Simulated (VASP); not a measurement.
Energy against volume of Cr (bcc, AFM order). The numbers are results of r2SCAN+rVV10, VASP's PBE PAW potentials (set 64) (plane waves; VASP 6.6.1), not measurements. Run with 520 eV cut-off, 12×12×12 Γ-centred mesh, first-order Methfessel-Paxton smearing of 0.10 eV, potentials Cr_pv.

| V (Å³/atom) | E (eV/atom) |
|---|---|
| 12.488 | -14.79657 |
| 12.874 | -14.79958 |
| 13.260 | -14.79467 |
| 13.647 | -14.78348 |

Question: Fit these four points and predict the energy of the run at 12.102 Å³/atom.

Answer: A cubic in V^(−2/3), the third-order Birch-Murnaghan form, passes through the four points with V0 = 12.81 Å³/atom and B0 = 113 GPa, and gives -14.7836 eV/atom there. The run gave -14.7839 eV/atom, -0.3 meV/atom from the fit; all five points give B0 = 111 GPa.

The compound is Cr in the bcc, AFM order structure. It was relaxed first, which changed the volume by +7 %.
